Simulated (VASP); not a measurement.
# TiRh (P4/mmm) in VASP: further runs, part 2 of 2

VASP 6.6.1.

## Step 4: Single point, LDA (strain -0.050 along x and y, +0.050 along z, atoms carried along)

The input, INCAR:

```
SYSTEM = TiRh
ALGO = Fast
EDIFF = 1E-6
ENCUT = 520
GGA = CA
ISIF = 2
ISMEAR = 0
LASPH = .TRUE.
LCHARG = .TRUE.
LELF = .TRUE.
LREAL = .FALSE.
LVHAR = .TRUE.
LWAVE = .FALSE.
NBANDS = 20
NELM = 100
PREC = Accurate
SIGMA = 0.15
```

The input, KPOINTS:

```
k-points
0
G
  16 16 16
  0 0 0
```

The input, POSCAR:

```
TiRh
1.0
    2.9594419000      0.0000000000      0.0000000000
    0.0000000000      2.9594419000      0.0000000000
    0.0000000000      0.0000000000      3.2709621000
Ti Rh
1 1
Direct
    0.5000000000      0.5000000000      0.5000000000
    0.0000000000      0.0000000000      0.0000000000
```

Potentials or basis: VASP PAW LDA potentials, release 64 (Ti_sv, Rh_pv).

On the command line:

```sh
$ cat potpaw_LDA.64/Ti_sv/POTCAR potpaw_LDA.64/Rh_pv/POTCAR > POTCAR
$ mpirun -np 1 vasp_std > vasp.out
```

OUTCAR:

```text
SYSTEM = TiRh
   EDIFF = 1E-6
   ENCUT = 520
   GGA = CA
   ISIF = 2
   ISMEAR = 0
   LASPH = .TRUE.
   LREAL = .FALSE.
   NELM = 100
   PREC = Accurate

 ion  position               nearest neighbor table
   1  0.500  0.500  0.500-   2 2.66   2 2.66   2 2.66   2 2.66   2 2.66   2 2.66   2 2.66   2 2.66

   2  0.000  0.000  0.000-   1 2.66   1 2.66   1 2.66   1 2.66   1 2.66   1 2.66   1 2.66   1 2.66

  LATTYP: Found a simple tetragonal cell.
 ALAT       =     2.9594419000
 C/A-ratio  =     1.1052631579

  Lattice vectors:

 A1 = (   2.9594419000,   0.0000000000,   0.0000000000)
 A2 = (   0.0000000000,   2.9594419000,   0.0000000000)
 A3 = (   0.0000000000,   0.0000000000,   3.2709621000)

Analysis of symmetry for initial positions (statically):
=====================================================================
 Subroutine PRICEL returns:
 Original cell was already a primitive cell.

 Routine SETGRP: Setting up the symmetry group for a
 simple tetragonal supercell.

 Subroutine GETGRP returns: Found 16 space group operations
 (whereof 16 operations were pure point group operations)
 out of a pool of 16 trial point group operations.

The static configuration has the point symmetry D_4h.

Analysis of symmetry for dynamics (positions and initial velocities):
=====================================================================
 Subroutine PRICEL returns:
 Original cell was already a primitive cell.

 Routine SETGRP: Setting up the symmetry group for a
 simple tetragonal supercell.

 Subroutine GETGRP returns: Found 16 space group operations
 (whereof 16 operations were pure point group operations)
 out of a pool of 16 trial point group operations.

The dynamic configuration has the point symmetry D_4h.

 Subroutine INISYM returns: Found 16 space group operations
 (whereof 16 operations are pure point group operations),
 and found     1 'primitive' translations

----------------------------------------------------------------------------------------

                                     Primitive cell

  volume of cell :      28.6481

  direct lattice vectors                    reciprocal lattice vectors
     2.959441900  0.000000000  0.000000000     0.337901548  0.000000000  0.000000000
     0.000000000  2.959441900  0.000000000     0.000000000  0.337901548  0.000000000
     0.000000000  0.000000000  3.270962100     0.000000000  0.000000000  0.305720448

  length of vectors
     2.959441900  2.959441900  3.270962100     0.337901548  0.337901548  0.305720448

  position of ions in fractional coordinates (direct lattice)
     0.500000000  0.500000000  0.500000000
     0.000000000  0.000000000  0.000000000

  ion indices of the primitive-cell ions
   primitive index   ion index
                 1           1
                 2           2

----------------------------------------------------------------------------------------

 KPOINTS: k-points

Automatic generation of k-mesh.
 Grid dimensions read from file:
 generate k-points for:   16   16   16

 Generating k-lattice:

  Cartesian coordinates                     Fractional coordinates (reciprocal lattice)
     0.021118847  0.000000000  0.000000000     0.062500000  0.000000000  0.000000000
     0.000000000  0.021118847  0.000000000     0.000000000  0.062500000  0.000000000
     0.000000000  0.000000000  0.019107528     0.000000000  0.000000000  0.062500000

  Length of vectors
     0.021118847  0.021118847  0.019107528

  Shift w.r.t. Gamma in fractional coordinates (k-lattice)
     0.000000000  0.000000000  0.000000000

 Subroutine IBZKPT returns following result:
 ===========================================

 Found    405 irreducible k-points:

 Following reciprocal coordinates:
            Coordinates               Weight
  0.000000  0.000000  0.000000      1.000000
  0.062500  0.000000  0.000000      4.000000
  0.125000  0.000000  0.000000      4.000000
  0.187500  0.000000  0.000000      4.000000
  0.250000  0.000000  0.000000      4.000000
  0.312500  0.000000  0.000000      4.000000
[... 16 lines left out ...]
  0.437500  0.125000  0.000000      8.000000
  0.500000  0.125000  0.000000      4.000000
 [... further k-points ...]
   k-points           NKPTS =    405   k-points in BZ     NKDIM =    405   number of bands    NBANDS=     20
   number of dos      NEDOS =    301   number of ions     NIONS =      2
   total plane-waves  NPLWV =  13824
   dimension x,y,z NGX =    24 NGY =   24 NGZ =   24
   dimension x,y,z NGXF=    48 NGYF=   48 NGZF=   48
   ions per type =               1   1
   NGX,Y,Z   is equivalent  to a cutoff of  13.48, 13.48, 12.20 a.u.
   NGXF,Y,Z  is equivalent  to a cutoff of  26.96, 26.96, 24.40 a.u.
 SYSTEM =  TiRh
   PREC   = accura    normal or accurate (medium, high low for compatibility)
   ISTART =      0    job   : 0-new  1-cont  2-samecut
   ICHARG =      2    charge: 1-file 2-atom 10-const
   ISPIN  =      1    spin polarized calculation?
   LNONCOLLINEAR =      F non collinear calculations
   LSORBIT =      F    spin-orbit coupling
   LASPH  =      T    aspherical Exc in radial PAW
   ENCUT  =  520.0 eV  38.22 Ry    6.18 a.u.   5.50  5.50  6.08*2*pi/ulx,y,z
   NELM   =    100;   NELMIN=  2; NELMDL= -5     # of ELM steps
   EDIFF  = 0.1E-05   stopping-criterion for ELM
   LREAL  =      F    real-space projection
   EDIFFG = 0.1E-04   stopping-criterion for IOM
   NSW    =      0    number of steps for IOM
   IBRION =     -1    ionic relax: 0-MD 1-quasi-New 2-CG
   NFREE  =      0    steps in history (QN), initial steepest desc. (CG)
   ISIF   =      2    stress and relaxation
   ISYM   =      2    0-nonsym 1-usesym 2-fastsym
   POTIM  = 0.5000    time-step for ionic-motion
   TEBEG  =    0.0;   TEEND  =   0.0 temperature during run
   PSTRESS=    0.0 pullay stress
   NELECT =      27.0000    total number of electrons
   NUPDOWN=      -1.0000    fix difference up-down
   EMIN   =  10.00;   EMAX   =-10.00  energy-range for DOS
   EFERMI =   0.00;   METHOD = LEGACY
   ISMEAR =     0;   SIGMA  =   0.15  broadening in eV -4-tet -1-fermi 0-gaus
   EFERMI_NEDOS =   21; number of points for ismear=-14 and -15
   IALGO  =     68    algorithm
   IMIX   =      4    mixing-type and parameters
     AMIX     =   0.40;   BMIX     =  1.00
     AMIX_MAG =   1.60;   BMIX_MAG =  1.00
  volume/ion in A,a.u.               =      14.32        96.66
  Fermi-wavevector in a.u.,A,eV,Ry     =   1.605084  3.033169 35.052607  2.576294
  Thomas-Fermi vector in A             =   2.701486
   LORBIT       =      0    0 simple, 1 ext, 2 COOP (PROOUT), +10 PAW based schemes
   GGA     = CA    functional components
   LHFCALC =     F    Hartree Fock is set to
   AEXX    =    0.0000 exact exchange contribution
   IVDW    =     0    specifies the selected vdW correction
   LEPSILON=     F    determine dielectric tensor
   LRPA    =     F    only Hartree local field effects (RPA)
 non-spin polarized calculation
 RMM-DIIS sequential band-by-band and
 Gauss-broadening in eV      SIGMA  =   0.15
  energy-cutoff  :      520.00
  volume of cell :       28.65
 maximum number of plane-waves:       804
 NGX is ok and might be reduce to    24
   NGX = 11   NGY = 11   NGZ = 13

 number of electron      27.0000005 magnetization

 Free energy of the ion-electron system (eV)
  ---------------------------------------------------
  ext. energy  EPLUGINS =         0.00000000
  ---------------------------------------------------
  free energy    TOTEN  =       -18.74188471 eV

  energy without entropy =      -18.71169692  energy(sigma->0) =      -18.72679081

 E-fermi :  11.1632     XC(G=0): -13.4213

 val. band max:       11.1627018891   @ k =   0.5000   0.1250   0.5000
 cond. band min:      11.1643264092   @ k =   0.3125   0.0000   0.1875
 fundamental gap:      0.0016245201
 Fermi energy:        11.1632477231

 k-point     1 :       0.0000    0.0000    0.0000
  band No.  band energies     occupation
      1     -45.5768      2.00000
      2     -35.5102      2.00000
      3     -35.4719      2.00000
      4     -35.4719      2.00000
      5     -22.1396      2.00000
      6     -22.0378      2.00000
[... 12 lines left out ...]
     19      18.1456      0.00000
     20      21.1508      0.00000
[... 507 lines left out ...]
 k-point    24 :       0.5000    0.1250    0.0000
  band No.  band energies     occupation
      1     -45.5397      2.00000
      2     -35.6126      2.00000
      3     -35.4892      2.00000
      4     -35.4794      2.00000
      5     -22.3678      2.00000
      6     -22.1242      2.00000
[... 12 lines left out ...]
     19      14.9335      0.00000
     20      25.8896      0.00000

 [... further k-points ...]

------------------------ aborting loop because EDIFF is reached ----------------------------------------

  FORCE on cell =-STRESS in cart. coord.  units (eV):
  Direction    XX          YY          ZZ          XY          YZ          ZX
  --------------------------------------------------------------------------------------
  -------------------------------------------------------------------------------------
  Total       -0.7856257     -0.7856257     -0.1936689      0.0000000      0.0000000     -0.0000000
  in kB      -43.9370746    -43.9370746    -10.8311702      0.0000000      0.0000000     -0.0000000
  external PRESSURE =     -32.9017732 kB  Pullay stress =       0.0000000 kB

 VOLUME and BASIS-vectors are now :
 -----------------------------------------------------------------------------
  energy-cutoff  :      520.00
  volume of cell :       28.65
      direct lattice vectors                 reciprocal lattice vectors
     2.959441900  0.000000000  0.000000000     0.337901548  0.000000000  0.000000000
     0.000000000  2.959441900  0.000000000     0.000000000  0.337901548  0.000000000
     0.000000000  0.000000000  3.270962100     0.000000000  0.000000000  0.305720448

 POSITION                                       TOTAL-FORCE (eV/Angst)
 -----------------------------------------------------------------------------------
      1.47972      1.47972      1.63548         0.000000      0.000000      0.000000
      0.00000      0.00000      0.00000         0.000000      0.000000      0.000000
 -----------------------------------------------------------------------------------
    total drift:                                0.000000      0.000000     -0.000000

  FREE ENERGIE OF THE ION-ELECTRON SYSTEM (eV)
  ---------------------------------------------------
  free  energy   TOTEN  =       -18.7418847101 eV

  energy  without entropy=      -18.7116969196  energy(sigma->0) =      -18.72679081
```

stdout:

```text
POSCAR found type information on POSCAR TiRh
 POSCAR found :  2 types and       2 ions
 scaLAPACK will be used
 LDA part: xc-table for (Slater(with rela. corr.)+CA(PZ))
 , standard interpolation
 POSCAR, INCAR and KPOINTS ok, starting setup
 FFT: planning ... GRIDC
 FFT: planning ... GRID_SOFT
 FFT: planning ... GRID
 WAVECAR not read
 entering main loop
WARNING in EDDRMM: call to ZHEGV failed, returncode =   6  3     10
WARNING in EDDRMM: call to ZHEGV failed, returncode =   8  4     18
WARNING in EDDRMM: call to ZHEGV failed, returncode =   6  3     10
WARNING in EDDRMM: call to ZHEGV failed, returncode =   6  3     14
WARNING in EDDRMM: call to ZHEGV failed, returncode =   6  3     10
WARNING in EDDRMM: call to ZHEGV failed, returncode =   8  4      9
WARNING in EDDRMM: call to ZHEGV failed, returncode =   8  4      7
WARNING in EDDRMM: call to ZHEGV failed, returncode =   6  3     18
WARNING in EDDRMM: call to ZHEGV failed, returncode =   6  3     12
WARNING in EDDRMM: call to ZHEGV failed, returncode =   6  3     13
WARNING in EDDRMM: call to ZHEGV failed, returncode =   8  4      9
WARNING in EDDRMM: call to ZHEGV failed, returncode =   8  4     17
WARNING in EDDRMM: call to ZHEGV failed, returncode =   8  4      7
```

Wall time 2.4 min (1 thread of Intel Xeon 6975P-C (Granite Rapids), shared host); peak memory 0.32 GiB.

Results:

| Property | Result |
| --- | --- |
| Free energy | -18.7419 eV |
| Pressure | -3.3 GPa |
| Band gap on the k mesh | none (metal or under the smearing width) |

## Step 5: Single point, LDA (strain +0.050 along x and y, -0.050 along z, atoms carried along)

The input, INCAR:

```
SYSTEM = TiRh
PREC = Accurate ; ENCUT = 520
EDIFF = 1E-6 ; ISMEAR = 0
SIGMA = 0.15 ; LREAL = .False.
LASPH = .True. ; NELM = 100
ALGO = Fast ; ISIF = 2
LWAVE = .False. ; LCHARG = .False.
NBANDS = 20
```

The input, KPOINTS:

```
Automatic mesh
0
Gamma
  16 16 16
  0 0 0
```

The input, POSCAR:

```
TiRh
1.0
    3.2709621000      0.0000000000      0.0000000000
    0.0000000000      3.2709621000      0.0000000000
    0.0000000000      0.0000000000      2.9594419000
Ti Rh
1 1
Direct
    0.5000000000      0.5000000000      0.5000000000
    0.0000000000      0.0000000000      0.0000000000
```

On the command line:

```sh
$ cat potpaw_LDA.64/Ti_sv/POTCAR potpaw_LDA.64/Rh_pv/POTCAR > POTCAR
$ mpirun -np 1 vasp_std > vasp.out
```

Wall time 2.2 min (1 thread of Intel Xeon 6975P-C (Granite Rapids), shared host); peak memory 0.34 GiB.

The run converged. Its results:

```yaml
Free_energy: -18.4916 eV
Pressure: -19.5 GPa
Band_gap_on_the_k_mesh: none (metal or under the smearing width)
```

Stress tensor (GPa, compression positive):
```
-20.40   0.00   0.00
  0.00 -20.40   0.00
  0.00   0.00 -17.58
```

Levels at points of the mesh, in eV from the Fermi level:
| k point | band 10 | band 11 | band 12 | band 13 | band 14 | band 15 | band 16 | band 17 |
| --- | --- | --- | --- | --- | --- | --- | --- | --- |
| (0.00, 0.00, 0.00) | -4.66 | -2.49 | -1.80 | -1.80 | 0.32 | 1.18 | 2.36 | 2.36 |
| (0.50, 0.00, 0.00) | -3.45 | -2.48 | -1.91 | -1.30 | -1.03 | 0.09 | 0.20 | 0.88 |
| (0.50, 0.50, 0.00) | -2.68 | -2.68 | -0.95 | -0.59 | 0.36 | 0.36 | 0.54 | 1.99 |
| (0.00, 0.00, 0.50) | -2.88 | -2.63 | -2.63 | -1.64 | -0.68 | 0.03 | 0.03 | 1.32 |
| (0.50, 0.00, 0.50) | -3.55 | -3.44 | -0.76 | 0.54 | 1.09 | 1.11 | 1.36 | 2.48 |
| (0.50, 0.50, 0.50) | -3.42 | -1.71 | -1.71 | -1.29 | -0.83 | -0.43 | 2.11 | 2.50 |

Caveat: so large a pressure means that the cell lies far from this level's equilibrium, or that cutoff or potentials fall short.

## Step 6: Summary

| cell | gap on the mesh (eV) | pressure (GPa) |
| --- | --- | --- |
| strain +0.000 along x and y, +0.050 along z, atoms carried along | none | -19.9 |
| strain -0.050 along x and y, +0.000 along z, atoms carried along | none | 8.3 |
| strain -0.050 along x and y, +0.050 along z, atoms carried along | none | -3.3 |
| strain +0.050 along x and y, -0.050 along z, atoms carried along | none | -19.5 |

Alike in all rows: task single point; level LDA; potentials or basis VASP PAW LDA potentials, release 64 (Ti_sv, Rh_pv); no spin polarisation; k mesh 16 × 16 × 16; cutoff (eV) 520; smearing gaussian 0.15 eV.

Caveats: so large a pressure means that the cell lies far from this level's equilibrium, or that cutoff or potentials fall short (some runs).

Total energies depend on the potentials used, so only differences within one code and one set of settings carry meaning.
